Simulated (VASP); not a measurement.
# Be3Te2O (Cmc2_1) in VASP: single point with r2SCAN

Aim: the single point of Be3Te2O with r2SCAN.

Everything below comes from runs of VASP 6.6.1. Logs are shortened: lines on timing, memory, paths and dates and some standing lists are left out, and cuts for length are marked.

### 1 The crystal as given

The structure is orthorhombic, space group Cmc2_1 (No. 36). The conventional cell has a = 10.770 Å, b = 6.148 Å, c = 6.775 Å, α = 90.00°, β = 90.00°, γ = 90.00°. Around Be (site symmetry 1) lie 1 O at 1.59 Å. Be (site symmetry m) has 1 O at 1.52 Å as nearest neighbours. Te (site symmetry 1) is surrounded by 4 Be at 2.41 to 2.56 Å. O (site symmetry m) has 3 Be at 1.52 to 1.59 Å as nearest neighbours.

The cell was built by a generator and needn't be a form met in nature.

### 2 Single point, r2SCAN

The input, INCAR:

```
  PREC = Accurate
  ENCUT = 520
  EDIFF = 1E-6
  ISMEAR = 0
  SIGMA = 0.03
  LREAL = False
  LASPH = True
  NELM = 150
  ALGO = Normal
  ISIF = 2
  LWAVE = False
  LCHARG = False
  METAGGA = R2SCAN
  LMIXTAU = True
  NBANDS = 36
  KPAR = 4
```

The input, KPOINTS:

```
regular mesh
0
Gamma
  6 6 4
```

The input, POSCAR:

```
Be3Te2O
1.0
    5.3850100000     -3.0738400000      0.0000000000
    5.3850100000      3.0738400000      0.0000000000
    0.0000000000      0.0000000000      6.7754500000
Be Te O
6 4 2
Direct
    0.4327260000      0.8200530000      0.1162620000
    0.1799470000      0.5672740000      0.1162620000
    0.9346370000      0.0653630000      0.0457040000
    0.8200530000      0.4327260000      0.6162620000
    0.5672740000      0.1799470000      0.6162620000
    0.0653630000      0.9346370000      0.5457040000
    0.5136420000      0.1535420000      0.9889760000
    0.1535420000      0.5136420000      0.4889760000
    0.8464580000      0.4863580000      0.9889760000
    0.4863580000      0.8464580000      0.4889760000
    0.1801660000      0.8198340000      0.0734970000
    0.8198340000      0.1801660000      0.5734970000
```

Potentials or basis: VASP PAW PBE potentials, release 64 (Be, Te, O).

On the command line:

```bash
$ cat potpaw_PBE.64/Be/POTCAR potpaw_PBE.64/Te/POTCAR potpaw_PBE.64/O/POTCAR > POTCAR
$ mpirun -np 4 vasp_std > vasp.out
```

OUTCAR:

```text
PREC = Accurate
   ENCUT = 520
   EDIFF = 1E-6
   ISMEAR = 0
   LREAL = False
   LASPH = True
   NELM = 150
   ISIF = 2
   METAGGA = R2SCAN

 ion  position               nearest neighbor table
   1  0.433  0.820  0.116-  11 1.59   9 2.49   7 2.52  10 2.56
   2  0.180  0.567  0.116-  11 1.59   7 2.49   9 2.52   8 2.56
   3  0.935  0.065  0.046-  11 1.52   9 2.41   7 2.41
   4  0.820  0.433  0.616-  12 1.59  10 2.49   8 2.52   9 2.56
   5  0.567  0.180  0.616-  12 1.59   8 2.49  10 2.52   7 2.56
   6  0.065  0.935  0.546-  12 1.52  10 2.41   8 2.41
   7  0.514  0.154  0.989-   3 2.41   2 2.49   1 2.52   5 2.56   9 3.56   9 3.56   9 3.58
   8  0.154  0.514  0.489-   6 2.41   5 2.49   4 2.52   2 2.56  10 3.56  10 3.56  10 3.58
   9  0.846  0.486  0.989-   3 2.41   1 2.49   2 2.52   4 2.56   7 3.56   7 3.56   7 3.58
  10  0.486  0.846  0.489-   6 2.41   4 2.49   5 2.52   1 2.56   8 3.56   8 3.56   8 3.58
  11  0.180  0.820  0.073-   3 1.52   2 1.59   1 1.59
  12  0.820  0.180  0.573-   6 1.52   5 1.59   4 1.59

  LATTYP: Found a base centered orthorhombic cell.
 ALAT       =     6.1476800000
 B/A-ratio  =     1.7518836374
 C/A-ratio  =     1.1021149442

  Lattice vectors:

 A1 = (  -5.3850100000,  -3.0738400000,   0.0000000000)
 A2 = (   5.3850100000,  -3.0738400000,   0.0000000000)
 A3 = (   0.0000000000,   0.0000000000,   6.7754500000)

Analysis of symmetry for initial positions (statically):
=====================================================================
 Subroutine PRICEL returns:
 Original cell was already a primitive cell.

 Routine SETGRP: Setting up the symmetry group for a
 base centered orthorhombic supercell.

 Subroutine GETGRP returns: Found  4 space group operations
 (whereof  2 operations were pure point group operations)
 out of a pool of  8 trial point group operations.

The static configuration has the point symmetry C_1h.
 The point group associated with its full space group is C_2v.

Analysis of symmetry for dynamics (positions and initial velocities):
=====================================================================
 Subroutine PRICEL returns:
 Original cell was already a primitive cell.

 Routine SETGRP: Setting up the symmetry group for a
 base centered orthorhombic supercell.

 Subroutine GETGRP returns: Found  4 space group operations
 (whereof  2 operations were pure point group operations)
 out of a pool of  8 trial point group operations.

The dynamic configuration has the point symmetry C_1h.
 The point group associated with its full space group is C_2v.

 Subroutine INISYM returns: Found  4 space group operations
 (whereof  2 operations are pure point group operations),
 and found     1 'primitive' translations

----------------------------------------------------------------------------------------

                                     Primitive cell

  volume of cell :     224.3034

  direct lattice vectors                    reciprocal lattice vectors
     5.385010000 -3.073840000  0.000000000     0.092850338 -0.162662988  0.000000000
     5.385010000  3.073840000  0.000000000     0.092850338  0.162662988  0.000000000
     0.000000000  0.000000000  6.775450000     0.000000000  0.000000000  0.147591673

  length of vectors
     6.200550382  6.200550382  6.775450000     0.187297712  0.187297712  0.147591673

  position of ions in fractional coordinates (direct lattice)
     0.432726000  0.820053000  0.116262000
     0.179947000  0.567274000  0.116262000
     0.934637000  0.065363000  0.045704000
     0.820053000  0.432726000  0.616262000
     0.567274000  0.179947000  0.616262000
     0.065363000  0.934637000  0.545704000
     0.513642000  0.153542000  0.988976000
     0.153542000  0.513642000  0.488976000
     0.846458000  0.486358000  0.988976000
     0.486358000  0.846458000  0.488976000
     0.180166000  0.819834000  0.073497000
     0.819834000  0.180166000  0.573497000

  ion indices of the primitive-cell ions
   primitive index   ion index
                 1           1
                 2           2
                 3           3
                 4           4
                 5           5
                 6           6
                 7           7
                 8           8
                 9           9
                10          10
                11          11
                12          12

----------------------------------------------------------------------------------------

 KPOINTS: regular mesh

Automatic generation of k-mesh.
 Grid dimensions read from file:
 generate k-points for:    6    6    4

 Generating k-lattice:

  Cartesian coordinates                     Fractional coordinates (reciprocal lattice)
     0.015475056 -0.027110498  0.000000000     0.166666667  0.000000000  0.000000000
     0.015475056  0.027110498  0.000000000     0.000000000  0.166666667  0.000000000
     0.000000000  0.000000000  0.036897918     0.000000000  0.000000000  0.250000000

  Length of vectors
     0.031216285  0.031216285  0.036897918

  Shift w.r.t. Gamma in fractional coordinates (k-lattice)
     0.000000000  0.000000000  0.000000000

 Subroutine IBZKPT returns following result:
 ===========================================

 Found     39 irreducible k-points:

 Following reciprocal coordinates:
            Coordinates               Weight
  0.000000  0.000000  0.000000      1.000000
  0.166667  0.000000  0.000000      4.000000
  0.333333 -0.000000  0.000000      4.000000
  0.500000  0.000000  0.000000      2.000000
  0.166667  0.166667  0.000000      2.000000
  0.333333  0.166667  0.000000      4.000000
[... 16 lines left out ...]
  0.333333  0.333333  0.250000      4.000000
  0.500000  0.333333  0.250000      8.000000
 [... further k-points ...]
   k-points           NKPTS =     39   k-points in BZ     NKDIM =     39   number of bands    NBANDS=     36
   number of dos      NEDOS =    301   number of ions     NIONS =     12
   total plane-waves  NPLWV = 115200
   dimension x,y,z NGX =    48 NGY =   48 NGZ =   50
   dimension x,y,z NGXF=    96 NGYF=   96 NGZF=  100
   ions per type =               6   4   2
   NGX,Y,Z   is equivalent  to a cutoff of  12.87, 12.87, 12.27 a.u.
   NGXF,Y,Z  is equivalent  to a cutoff of  25.74, 25.74, 24.54 a.u.
 SYSTEM =  unknown system
   PREC   = accura    normal or accurate (medium, high low for compatibility)
   ISTART =      0    job   : 0-new  1-cont  2-samecut
   ICHARG =      2    charge: 1-file 2-atom 10-const
   ISPIN  =      1    spin polarized calculation?
   LNONCOLLINEAR =      F non collinear calculations
   LSORBIT =      F    spin-orbit coupling
   LASPH  =      T    aspherical Exc in radial PAW
   ENCUT  =  520.0 eV  38.22 Ry    6.18 a.u.  11.53 11.53 12.60*2*pi/ulx,y,z
   NELM   =    150;   NELMIN=  2; NELMDL= -5     # of ELM steps
   EDIFF  = 0.1E-05   stopping-criterion for ELM
   LREAL  =      F    real-space projection
   EDIFFG = 0.1E-04   stopping-criterion for IOM
   NSW    =      0    number of steps for IOM
   IBRION =     -1    ionic relax: 0-MD 1-quasi-New 2-CG
   NFREE  =      0    steps in history (QN), initial steepest desc. (CG)
   ISIF   =      2    stress and relaxation
   ISYM   =      2    0-nonsym 1-usesym 2-fastsym
   POTIM  = 0.5000    time-step for ionic-motion
   TEBEG  =    0.0;   TEEND  =   0.0 temperature during run
   PSTRESS=    0.0 pullay stress
   NELECT =      48.0000    total number of electrons
   NUPDOWN=      -1.0000    fix difference up-down
   EMIN   =  10.00;   EMAX   =-10.00  energy-range for DOS
   EFERMI =   0.00;   METHOD = LEGACY
   ISMEAR =     0;   SIGMA  =   0.03  broadening in eV -4-tet -1-fermi 0-gaus
   EFERMI_NEDOS =   21; number of points for ismear=-14 and -15
   IALGO  =     38    algorithm
   IMIX   =      4    mixing-type and parameters
     AMIX     =   0.40;   BMIX     =  1.00
     AMIX_MAG =   1.60;   BMIX_MAG =  1.00
  volume/ion in A,a.u.               =      18.69       126.14
  Fermi-wavevector in a.u.,A,eV,Ry     =   0.979212  1.850442 13.046023  0.958856
  Thomas-Fermi vector in A             =   2.110047
   LORBIT       =      0    0 simple, 1 ext, 2 COOP (PROOUT), +10 PAW based schemes
   METAGGA = R2SCAN    functional components
   LHFCALC =     F    Hartree Fock is set to
   AEXX    =    0.0000 exact exchange contribution
   IVDW    =     0    specifies the selected vdW correction
   LEPSILON=     F    determine dielectric tensor
   LRPA    =     F    only Hartree local field effects (RPA)
 non-spin polarized calculation
 Gauss-broadening in eV      SIGMA  =   0.03
  energy-cutoff  :      520.00
  volume of cell :      224.30
 maximum number of plane-waves:      6066
 NGX is ok and might be reduce to    48
   NGX = 23   NGY = 23   NGZ = 25

 number of electron      48.0000002 magnetization

 Free energy of the ion-electron system (eV)
  ---------------------------------------------------
  ext. energy  EPLUGINS =         0.00000000
  ---------------------------------------------------
  free energy    TOTEN  =      -152.41991263 eV

  energy without entropy =     -152.41991263  energy(sigma->0) =     -152.41991263

 E-fermi :   4.6169     XC(G=0):  -9.3847

 val. band max:        4.4938905673   @ k =  -0.3333   0.3333   0.0000
 cond. band min:       6.8344482487   @ k =  -0.3333   0.3333   0.2500
 fundamental gap:      2.3405576814
 Fermi energy:         4.6169405659

 k-point     1 :       0.0000    0.0000    0.0000
  band No.  band energies     occupation
      1     -16.6408      2.00000
      2     -16.6113      2.00000
      3      -7.9699      2.00000
      4      -7.0498      2.00000
      5      -5.8800      2.00000
      6      -5.7888      2.00000
[... 28 lines left out ...]
     35      11.3472      0.00000
     36      11.5556      0.00000

 k-point     2 :       0.1667    0.0000    0.0000
  band No.  band energies     occupation
      1     -16.6398      2.00000
      2     -16.6120      2.00000
      3      -7.8920      2.00000
      4      -7.0013      2.00000
      5      -6.1329      2.00000
      6      -5.8061      2.00000
[... 28 lines left out ...]
     35      11.0465      0.00000
     36      11.2318      0.00000

 k-point     3 :       0.3333   -0.0000    0.0000
  band No.  band energies     occupation
      1     -16.6375      2.00000
      2     -16.6133      2.00000
      3      -7.6670      2.00000
      4      -6.9468      2.00000
      5      -6.4817      2.00000
      6      -6.0125      2.00000
[... 28 lines left out ...]
     35      10.3165      0.00000
     36      10.5996      0.00000
[... 742 lines left out ...]
 k-point    23 :       0.3333    0.3333    0.2500
  band No.  band energies     occupation
      1     -16.6351      2.00000
      2     -16.6153      2.00000
      3      -7.6147      2.00000
      4      -6.9592      2.00000
      5      -6.3676      2.00000
      6      -6.2719      2.00000
[... 28 lines left out ...]
     35      10.3184      0.00000
     36      10.5376      0.00000

 k-point    24 :       0.5000    0.3333    0.2500
  band No.  band energies     occupation
      1     -16.6342      2.00000
      2     -16.6156      2.00000
      3      -7.4491      2.00000
      4      -6.8297      2.00000
      5      -6.6212      2.00000
      6      -6.4568      2.00000
[... 28 lines left out ...]
     35      10.4759      0.00000
     36      10.6223      0.00000

 [... further k-points ...]

------------------------ aborting loop because EDIFF is reached ----------------------------------------

  FORCE on cell =-STRESS in cart. coord.  units (eV):
  Direction    XX          YY          ZZ          XY          YZ          ZX
  --------------------------------------------------------------------------------------
  -------------------------------------------------------------------------------------
  Total       -1.0311285     -1.1776387     -0.4638433      0.0000000      0.0000000      0.0000000
  in kB       -7.3652492     -8.4117574     -3.3131870      0.0000000      0.0000000      0.0000000
  external PRESSURE =      -6.3633979 kB  Pullay stress =       0.0000000 kB

 VOLUME and BASIS-vectors are now :
 -----------------------------------------------------------------------------
  energy-cutoff  :      520.00
  volume of cell :      224.30
      direct lattice vectors                 reciprocal lattice vectors
     5.385010000 -3.073840000  0.000000000     0.092850338 -0.162662988  0.000000000
     5.385010000  3.073840000  0.000000000     0.092850338  0.162662988  0.000000000
     0.000000000  0.000000000  6.775450000     0.000000000  0.000000000  0.147591673

 POSITION                                       TOTAL-FORCE (eV/Angst)
 -----------------------------------------------------------------------------------
      6.74623      1.19058      0.78773        -0.104493      0.058199     -0.055801
      4.02379      1.19058      0.78773         0.104493      0.058199     -0.055801
      5.38501     -2.67201      0.30967         0.000000     -0.136058      0.017159
      6.74623     -1.19058      4.17545        -0.104493     -0.058199     -0.055801
      4.02379     -1.19058      4.17545         0.104493     -0.058199     -0.055801
      5.38501      2.67201      3.69739         0.000000      0.136058      0.017159
      3.59279     -1.10689      6.70076         0.045898     -0.036021      0.022176
      3.59279      1.10689      3.31303         0.045898      0.036021      0.022176
      7.17723     -1.10689      6.70076        -0.045898     -0.036021      0.022176
      7.17723      1.10689      3.31303        -0.045898      0.036021      0.022176
      5.38501      1.96624      0.49798         0.000000      0.051419      0.050091
      5.38501     -1.96624      3.88570         0.000000     -0.051419      0.050091
 -----------------------------------------------------------------------------------
    total drift:                                0.000001     -0.000000      0.000597

  FREE ENERGIE OF THE ION-ELECTRON SYSTEM (eV)
  ---------------------------------------------------
  free  energy   TOTEN  =      -152.4199126341 eV

  energy  without entropy=     -152.4199126341  energy(sigma->0) =     -152.41991263
```

Run time: 6.5 min. Hardware: 4 MPI ranks of Intel Xeon Platinum 8488C (Sapphire Rapids), shared host; peak memory 0.55 GiB.

What came out:

* Free energy: -152.4199 eV
* Pressure: -0.6 GPa
* Largest force: 0.137 eV/Å
* Band gap on the k mesh: 2.34 eV, indirect (least direct gap 2.51 eV)

Forces in eV/Å, atoms in the order of the input:
```
Be  -0.104  0.058 -0.056
Be   0.104  0.058 -0.056
Be   0.000 -0.136  0.017
Be  -0.104 -0.058 -0.056
Be   0.104 -0.058 -0.056
Be   0.000  0.136  0.017
Te   0.046 -0.036  0.022
Te   0.046  0.036  0.022
Te  -0.046 -0.036  0.022
Te  -0.046  0.036  0.022
O    0.000  0.051  0.050
O    0.000 -0.051  0.050
```

Caveat: the PAW data sets were made with another functional, which shifts forces and pressure a little; spin-orbit coupling is left out, which moves the levels of the heavy elements. A k mesh can miss the band edges.
